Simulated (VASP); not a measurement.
OSZICAR of a VASP run on KCl (rock salt):

**OSZICAR**
```
       N       E                     dE             d eps       ncg     rms          rms(c)
DAV:   1    -0.788241209406E+01   -0.78824E+01   -0.13387E-01   384   0.441E+00    0.116E+00
DAV:   2    -0.788390353574E+01   -0.14914E-02   -0.54992E-03   488   0.673E-01    0.689E-01
DAV:   3    -0.788368330611E+01    0.22023E-03   -0.47043E-04   524   0.208E-01    0.392E-01
DAV:   4    -0.788363434747E+01    0.48959E-04   -0.11019E-04   476   0.936E-02    0.224E-01
DAV:   5    -0.788362509189E+01    0.92556E-05   -0.24158E-05   612   0.416E-02    0.129E-01
DAV:   6    -0.788362216696E+01    0.29249E-05   -0.39485E-06   480   0.198E-02    0.751E-02
DAV:   7    -0.788362141631E+01    0.75065E-06   -0.14030E-06   340   0.126E-02
   1 F= -.78836214E+01 E0= -.78836214E+01  d E =-.417963E-15
       N       E                     dE             ncg
```

Q: Which electronic solver shows in the log?

A: It is blocked Davidson (ALGO = Normal, or the opening steps of other solvers). The INCAR had ALGO = Normal.

Q: Can the final energy be trusted as converged?

A: The calculation finished and met its thresholds. It stopped with EDIFF = 1E-6, NELM = 60 (HSE06 screened hybrid, plane waves, VASP's PBE PAW potentials (set 64)).

The compound is KCl in the rock salt structure. It was relaxed first. The cell's shape comes from a PBE relaxation.
